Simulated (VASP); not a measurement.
Data:

```
CELL_PARAMETERS angstrom
      0.00000     3.24482     3.24482
      3.24482     0.00000     3.24482
      3.24482     3.24482     0.00000
ATOMIC_POSITIONS crystal
  Cd 0.00000 0.00000 0.00000
  Te 0.25000 0.25000 0.25000
```

Method: HSE06 screened hybrid, VASP's PBE PAW potentials (set 64) (plane waves; VASP). Settings: 520 eV cut-off, 6×6×6 Γ-centred mesh, Gaussian smearing of 0.050 eV, potentials Cd Te.

Unless said otherwise, spin-orbit coupling is left out, though it shifts the bands of the heavy elements here.

Question: What does the run give for the energy per atom (σ→0), pressure, band gap (on the k-mesh) with the smallest direct gap where there is one?

Answer: 
```
Item                                          Value
-----------------------------------  --------------
band gap (on the k-mesh)                    1.55 eV
smallest direct gap (on the k-mesh)         1.55 eV
energy per atom (σ→0)                -3.023 eV/atom
pressure                                   1.42 GPa
```

The compound is CdTe in the zinc blende structure. This cell is one point of a volume scan, at 0.94 of the reference volume. The cell's shape comes from a PBE relaxation.
